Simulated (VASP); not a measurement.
These are MS2 meta-GGA, VASP's PBE PAW potentials (set 64) (plane waves; VASP) values and carry that method's errors.

VASP ran on this input.

INCAR:
```
! general
SYSTEM =SnSe2
PREC   =Accurate
ENCUT  =520
LREAL  =.FALSE.
LASPH  =.TRUE.

! electronic loop
EDIFF  =1E-7
NELM   =100
ALGO   =Normal
LMAXMIX=4
LMIXTAU=.TRUE.

! smearing
ISMEAR =-5

! functional
METAGGA=MS2

! ions
ISIF   =2

! output
LWAVE  =.FALSE.
LCHARG =.FALSE.
LORBIT =11
NEDOS  =601

! other
LEFG   =.TRUE.
```

POSCAR:
```
SnSe2
1
    1.9089755246    -3.3064428117     0.0000000000
    1.9089755246     3.3064428117     0.0000000000
    0.0000000000     0.0000000000     6.5824683189
Sn Se
1 2
Direct
  0.0000000000   0.0000000000   0.0000000000
  0.3333330000   0.6666670000   0.2381391304
  0.6666670000   0.3333330000   0.7618608696
```

**KPOINTS_OPT**
```
k-points along high-symmetry lines
6
Line-mode
Reciprocal
  0.000000   0.000000   0.000000 ! GAMMA
  0.500000  -0.000000   0.000000 ! M

  0.500000  -0.000000   0.000000 ! M
  0.333333   0.333333   0.000000 ! K

  0.333333   0.333333   0.000000 ! K
  0.000000   0.000000   0.000000 ! GAMMA

  0.000000   0.000000   0.000000 ! GAMMA
  0.000000   0.000000   0.500000 ! A

  0.000000   0.000000   0.500000 ! A
  0.500000  -0.000000   0.500000 ! L

  0.500000  -0.000000   0.500000 ! L
  0.333333   0.333333   0.500000 ! H

  0.333333   0.333333   0.500000 ! H
  0.000000   0.000000   0.500000 ! A

  0.500000  -0.000000   0.500000 ! L
  0.500000  -0.000000   0.000000 ! M

  0.333333   0.333333   0.500000 ! H
  0.333333   0.333333   0.000000 ! K
```

File KPOINTS:
```
kpoints
0
gamma
8 8 4
0 0 0
```

POTCAR, in this order: Sn_d Se (PBE.64 set). Program: vasp_std.

Output

File OSZICAR:
```
       N       E                     dE             d eps       ncg     rms          rms(c)
DAV:   1     0.174409764764E+03    0.17441E+03   -0.11585E+04  1193   0.159E+03
DAV:   2    -0.634383325225E+01   -0.18075E+03   -0.17788E+03  1281   0.375E+02
DAV:   3    -0.259434211202E+02   -0.19600E+02   -0.19374E+02  1520   0.116E+02
DAV:   4    -0.265543606562E+02   -0.61094E+00   -0.61027E+00  1517   0.220E+01
DAV:   5    -0.265668637526E+02   -0.12503E-01   -0.12502E-01  1762   0.316E+00    0.865E+00
DAV:   6    -0.176156727202E+02    0.89512E+01   -0.76448E+00  1222   0.438E+01    0.395E+00
DAV:   7    -0.103503828809E+02    0.72653E+01   -0.58340E+00  1201   0.227E+01    0.163E+00
DAV:   8    -0.103710114644E+02   -0.20629E-01   -0.58088E-01  1328   0.939E+00    0.152E+00
DAV:   9    -0.103017061834E+02    0.69305E-01   -0.42594E-01  1362   0.673E+00    0.895E-01
DAV:  10    -0.103187100430E+02   -0.17004E-01   -0.12223E-01  1264   0.344E+00    0.319E-01
DAV:  11    -0.103366639523E+02   -0.17954E-01   -0.15771E-02  1304   0.150E+00    0.152E-01
DAV:  12    -0.103432377759E+02   -0.65738E-02   -0.21555E-02  1199   0.177E+00    0.835E-02
DAV:  13    -0.103443804507E+02   -0.11427E-02   -0.61709E-03  1226   0.843E-01    0.570E-02
DAV:  14    -0.103445180733E+02   -0.13762E-03   -0.12831E-03  1216   0.530E-01    0.412E-02
DAV:  15    -0.103451793979E+02   -0.66132E-03   -0.66297E-04  1294   0.395E-01    0.260E-02
DAV:  16    -0.103452777219E+02   -0.98324E-04   -0.49854E-04  1323   0.261E-01    0.119E-02
DAV:  17    -0.103453065244E+02   -0.28803E-04   -0.10123E-04  1285   0.132E-01    0.546E-03
DAV:  18    -0.103453125219E+02   -0.59975E-05   -0.43318E-06  1562   0.191E-02    0.456E-03
DAV:  19    -0.103453068723E+02    0.56495E-05   -0.13474E-06  1242   0.144E-02    0.397E-03
DAV:  20    -0.103453102586E+02   -0.33863E-05   -0.29391E-06  1284   0.174E-02    0.199E-03
DAV:  21    -0.103453088961E+02    0.13625E-05   -0.47418E-07  1289   0.693E-03    0.216E-03
DAV:  22    -0.103453093389E+02   -0.44283E-06   -0.67002E-09   677   0.813E-04    0.237E-03
DAV:  23    -0.103453098353E+02   -0.49632E-06   -0.11571E-07   920   0.441E-03    0.120E-03
DAV:  24    -0.103453087364E+02    0.10988E-05   -0.81553E-08   636   0.362E-03    0.413E-04
DAV:  25    -0.103453087756E+02   -0.39209E-07   -0.61148E-09   609   0.999E-04
   1 F= -.10345309E+02 E0= -.10345309E+02  d E =0.000000E+00
       N       E                     dE             ncg
       N       E                     dE             ncg
```

**OUTCAR**
```
------------------------ aborting loop because EDIFF is reached ----------------------------------------
  FORCE on cell =-STRESS in cart. coord.  units (eV):
  Direction    XX          YY          ZZ          XY          YZ          ZX
  --------------------------------------------------------------------------------------
  Total       -0.0715107     -0.0715107      0.0411417      0.0000000     -0.0000000      0.0000000
  in kB       -1.3788001     -1.3788002      0.7932544      0.0000000     -0.0000000      0.0000000
  external PRESSURE =      -0.6547820 kB  Pullay stress =       0.0000000 kB
  volume of cell :       83.10
      direct lattice vectors                 reciprocal lattice vectors
     1.908975525 -3.306442812  0.000000000     0.261920592 -0.151219915  0.000000000
     1.908975525  3.306442812  0.000000000     0.261920592  0.151219915  0.000000000
     0.000000000  0.000000000  6.582468319     0.000000000  0.000000000  0.151918695
 POSITION                                       TOTAL-FORCE (eV/Angst)
 -----------------------------------------------------------------------------------
      0.00000      0.00000      0.00000         0.000000     -0.000000      0.000000
      1.90898      1.10215      1.56754        -0.000000      0.000000      0.004537
      1.90898     -1.10215      5.01493        -0.000000     -0.000000     -0.004537
 -----------------------------------------------------------------------------------
    total drift:                                0.000000     -0.000000      0.000000
  FREE ENERGIE OF THE ION-ELECTRON SYSTEM (eV)
  ---------------------------------------------------
  free  energy   TOTEN  =       -10.3453087756 eV

  energy  without entropy=      -10.3453087756  energy(sigma->0) =      -10.34530878

 total charge

# of ion       s       p       d       tot
------------------------------------------
    1        1.082   1.139  10.128  12.348
    2        1.480   2.349   0.028   3.857
    3        1.480   2.349   0.028   3.857
--------------------------------------------------
tot          4.042   5.837  10.183  20.062

 Electric field gradients after diagonalization (V/A^2)
 (convention: |V_zz| > |V_xx| > |V_yy|)
----------------------------------------------------------------------
 ion       V_xx      V_yy      V_zz     asymmetry (V_yy - V_xx)/ V_zz
----------------------------------------------------------------------
   1      -1.285    -1.284     2.568       0.001
   2      42.830    42.829   -85.659       0.000
   3      42.830    42.829   -85.659       0.000
```
(Selected blocks of OUTCAR.)

**OUTCAR**
```
 val. band max:        3.1202826629   @ k =   0.1250   0.0000   0.2500

 cond. band min:       4.1703554022   @ k =   0.5000   0.0000   0.5000


 Fermi energy:         3.1559727890

 k-point     1 :       0.0000    0.0000    0.0000
  band No.  band energies     occupation
      1     -18.3357      2.00000
      2     -18.3355      2.00000
      3     -18.2427      2.00000
      4     -18.2419      2.00000
      5     -18.2417      2.00000
      6     -10.7786      2.00000
      7      -9.2553      2.00000
      8      -2.7011      2.00000
      9       2.5633      2.00000
     10       2.5634      2.00000
     11       2.7305      2.00000
     12       2.9509      2.00000
     13       2.9509      2.00000
     14       4.7153      0.00000
     15       6.5618      0.00000
     16       8.0809      0.00000
     17       8.0809      0.00000

 k-point     2 :       0.1250    0.0000    0.0000
  band No.  band energies     occupation
      1     -18.3438      2.00000
      2     -18.3319      2.00000
      3     -18.2446      2.00000
      4     -18.2395      2.00000
      5     -18.2380      2.00000
      6     -10.6255      2.00000
      7      -9.1503      2.00000
      8      -2.6879      2.00000
      9       1.2768      2.00000
     10       2.0710      2.00000
     11       2.1779      2.00000
     12       2.7961      2.00000
     13       3.1018      2.00000
     14       5.5638      0.00000
     15       7.1868      0.00000
     16       7.9428      0.00000
     17       8.4036      0.00000

 k-point     3 :       0.2500    0.0000    0.0000
  band No.  band energies     occupation
      1     -18.3647      2.00000
      2     -18.3246      2.00000
      3     -18.2512      2.00000
      4     -18.2320      2.00000
      5     -18.2263      2.00000
      6     -10.1928      2.00000
      7      -8.8978      2.00000
      8      -2.8561      2.00000
      9      -0.2135      2.00000
     10       0.9976      2.00000
     11       1.3850      2.00000
...
```

The path is coarsely sampled, so an indirect gap can come out somewhat too large. Unless said otherwise, spin-orbit coupling is left out, though it shifts the bands of the heavy elements here.

The compound is SnSe2 in the 1T layered structure. It was relaxed first, which changed the volume by +8 %.
